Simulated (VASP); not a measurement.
A convergence study with VASP on Ti (hcp): one setting is varied, all else stays as given below, so the limit is that of these other settings.

```
Ti
1.0
    1.47500    -2.55477     0.00000
    1.47500     2.55477     0.00000
    0.00000     0.00000     4.68000
Ti
2
Direct
  0.33333   0.66667   0.25000
  0.66667   0.33333   0.75000
```

All values below come from PBEsol GGA, VASP's PBE PAW potentials (set 64) (plane waves; VASP 6.6.1). The tightest run used: 550 eV cut-off, 24×24×14 Γ-centred mesh, first-order Methfessel-Paxton smearing of 0.10 eV, potentials Ti_sv.

Question: The settings run are 1×1×1 mesh; 2×2×1 mesh; 3×3×2 mesh; 4×4×2 mesh; 5×5×3 mesh; 6×6×3 mesh; 7×7×4 mesh; 8×8×4 mesh; 9×9×5 mesh; 10×10×6 mesh; 11×11×6 mesh; 12×12×7 mesh; 13×13×7 mesh; 14×14×8 mesh; 15×15×8 mesh; 16×16×9 mesh; 17×17×10 mesh; 18×18×10 mesh; 19×19×11 mesh; 20×20×11 mesh; 21×21×12 mesh; 22×22×12 mesh; 23×23×13 mesh; 24×24×14 mesh. From which on does the stress (every component) stay within 0.2 GPa of the tightest run?

Answer: From 12×12×7 mesh on: it is off by 0.09 there and by no more than 0.2 in any finer run, while 11×11×6 mesh is off by 0.25.
```
setting        E (eV/atom)  pressure (GPa)  irreducible k-points  difference judged (GPa)
-------------  -----------  --------------  --------------------  -----------------------
1×1×1 mesh         -8.2355           32.72                     1                   101.03
2×2×1 mesh         -8.6392          -13.02                     2                    47.47
3×3×2 mesh         -8.3578           -6.89                     6                     3.19
4×4×2 mesh         -8.2904           -5.76                     8                     0.63
5×5×3 mesh         -8.3197           -6.16                    10                     0.97
6×6×3 mesh         -8.3049           -5.40                    14                     0.95
7×7×4 mesh         -8.3217           -5.86                    24                     1.28
8×8×4 mesh         -8.3293           -6.18                    30                     0.45
9×9×5 mesh         -8.3219           -6.09                    36                     0.47
10×10×6 mesh       -8.3191           -5.90                    56                     0.09
11×11×6 mesh       -8.3194           -5.95                    64                     0.25
12×12×7 mesh       -8.3208           -5.93                    76                     0.09
13×13×7 mesh       -8.3205           -5.94                    84                     0.11
14×14×8 mesh       -8.3220           -5.99                   120                     0.01
15×15×8 mesh       -8.3211           -5.94                   135                     0.07
16×16×9 mesh       -8.3214           -6.00                   150                     0.02
17×17×10 mesh      -8.3209           -6.00                   198                     0.03
18×18×10 mesh      -8.3215           -6.00                   222                     0.04
19×19×11 mesh      -8.3212           -5.97                   240                     0.08
20×20×11 mesh      -8.3212           -5.98                   264                     0.10
21×21×12 mesh      -8.3212           -5.97                   336                     0.06
22×22×12 mesh      -8.3211           -5.99                   364                     0.02
23×23×13 mesh      -8.3213           -5.98                   392                     0.03
24×24×14 mesh      -8.3213           -5.99                   488                     0.00
```

Left out are rungs that failed or repeat a setting and relaxations that didn't move; long series are thinned to 24 rows.

The compound is Ti in the hcp structure. The cell was not relaxed at this level.
